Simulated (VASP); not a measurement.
Set up this calculation in VASP 6.6.1, as the native input.

* Task: band structure
* Functional: PBE
* Dispersion: D3(BJ)
* Potentials or basis: VASP PAW PBE potentials, release 64 (Mo_sv, S)
* Cutoff: 520 eV
* k mesh: 12 × 12 × 3
* Occupations: gaussian, width 0.03 eV
* Spin: no spin polarisation
* Further INCAR settings: ALGO = Normal; EDIFF = 1e-07; NBANDS = 35

The structure of MoS2 lies in POSCAR:

```
MoS2                                    
1.0
    3.1487811649      0.0000000000      0.0000000000
   -1.5743905825      2.7269244753      0.0000000000
    0.0000000000      0.0000000000     12.0885180131
  Mo              S             
     2     4
Direct
     0.3333333300000021    0.6666666699999979    0.2500000000000000
     0.6666666699999979    0.3333333300000021    0.7500000000000000
     0.3333333300000021    0.6666666699999979    0.6205253208522592
     0.6666666699999979    0.3333333300000021    0.1205253208522592
     0.3333333300000021    0.6666666699999979    0.8794746791477408
     0.6666666699999979    0.3333333300000021    0.3794746791477408
```

These files were run (other wordings do the same):

INCAR

```
SYSTEM = MoS2
PREC     = Accurate       ! precision mode
ENCUT    = 520            ! plane-wave cutoff, eV
EDIFF    = 1E-7           ! SCF threshold, eV
ISMEAR   = 0              ! smearing method
SIGMA    = 0.03           ! smearing width, eV
LREAL    = .False.        ! projectors in reciprocal space
LASPH    = .True.         ! aspherical terms in the spheres
NELM     = 80             ! most SCF steps
ALGO     = Normal         ! electronic algorithm
ISIF     = 2              ! what is computed and relaxed
LWAVE    = .False.        ! write WAVECAR
LCHARG   = .False.        ! write CHGCAR
LMAXMIX  = 4              ! l up to which the mixer works
GGA      = PE             ! functional
IVDW     = 12             ! dispersion correction
NBANDS   = 35             ! bands
ICORELEVEL= 1            
KPAR     = 2
```

KPOINTS

```
Automatic mesh
0
Gamma
  12 12 3
  0 0 0
```

KPOINTS_OPT

```
explicit points
141
Reciprocal
 0.0000000000  0.0000000000  0.0000000000 1
 0.0357142857  0.0000000000  0.0000000000 1
 0.0714285714  0.0000000000  0.0000000000 1
 0.1071428571  0.0000000000  0.0000000000 1
 0.1428571429  0.0000000000  0.0000000000 1
 0.1785714286  0.0000000000  0.0000000000 1
[... 133 lines left out ...]
 0.5000000000  0.0000000000  0.5000000000 1
 0.5000000000  0.0000000000  0.0000000000 1
```

Potentials or basis: VASP PAW PBE potentials, release 64 (Mo_sv, S).

Launch:

```bash
$ cat potpaw_PBE.64/Mo_sv/POTCAR potpaw_PBE.64/S/POTCAR > POTCAR
$ mpirun -np 2 vasp_std > vasp.out
```

It gave:

| Item | Value |
| --- | --- |
| Pressure | 0.0 GPa |
| Band gap on the k mesh | 0.80 eV, indirect (least direct gap 1.71 eV) |
| Band gap along the path | 0.80 eV, indirect (least direct gap 1.71 eV) |
| Dispersion energy per atom | -0.438 eV |

Run time: 7 min on 2 MPI ranks on AMD EPYC 7R43 64-Core Processor (Zen 3), on a shared host, peak memory 0.31 GiB a rank.
